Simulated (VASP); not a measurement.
An input for Quantum ESPRESSO's pw.x (written as the equivalent of a VASP run, and not itself run):

```
&CONTROL
  calculation = 'scf'
  pseudo_dir = './pseudo'
  outdir = './out'
  tprnfor = .true.
  tstress = .true.
/
&SYSTEM
  ibrav = 0
  nat = 4
  ntyp = 2
  ecutwfc = 78
  occupations = 'smearing'
  smearing = 'methfessel-paxton'
  degauss = 0.00735
  input_dft = 'pbe'
/
&ELECTRONS
  conv_thr = 7.3e-09
  electron_maxstep = 100
/
ATOMIC_SPECIES
  Sc 44.956 Sc.upf
  Al 26.982 Al.upf
CELL_PARAMETERS angstrom
     4.1875803    0.0000000    0.0000000
     0.0000000    4.1875803    0.0000000
     0.0000000    0.0000000    4.1875803
ATOMIC_POSITIONS crystal
  Sc   0.0000000  0.0000000  0.0000000
  Al   0.0000000  0.5000000  0.5000000
  Al   0.5000000  0.0000000  0.5000000
  Al   0.5000000  0.5000000  0.0000000
K_POINTS automatic
  8 8 8 0 0 0
```

Question: Write the VASP files for the same calculation (PBE).

Answer: One answer among several that fit: 
File POSCAR:
```
Al3Sc
1
    4.1875802583     0.0000000000     0.0000000000
    0.0000000000     4.1875802583     0.0000000000
    0.0000000000     0.0000000000     4.1875802583
Sc Al
1 3
Direct
  0.0000000000   0.0000000000   0.0000000000
  0.0000000000   0.5000000000   0.5000000000
  0.5000000000   0.0000000000   0.5000000000
  0.5000000000   0.5000000000   0.0000000000
```

### INCAR
```
! general
SYSTEM  = Al3Sc
PREC    = Accurate
ENCUT   = 520
LREAL   = .False.
LASPH   = .True.

! electronic loop
EDIFF   = 1E-7
NELM    = 100
ALGO    = Normal
LMAXMIX = 4

! smearing
ISMEAR  = 1
SIGMA   = 0.1

! functional
GGA     = PE

! ions
ISIF    = 2

! output
LWAVE   = .False.
LCHARG  = .False.
```

File KPOINTS:
```
Automatic mesh
0
gamma
  8 8 8
0 0 0
```

POTCAR, in this order: Sc_sv Al (PBE.64 set). Program: vasp_std.

The two are equivalent in intent, not identical: the potentials are each code's own (VASP's PAW set, PseudoDojo norm-conserving files in pw.x), so ENCUT and ecutwfc are chosen apart and not converted; conv_thr bounds pw.x's estimated SCF error, while EDIFF bounds the energy change between steps.

The compound is Al3Sc in the L1_2 structure. This cell is one point of a volume scan, at 1.06 of the reference volume.
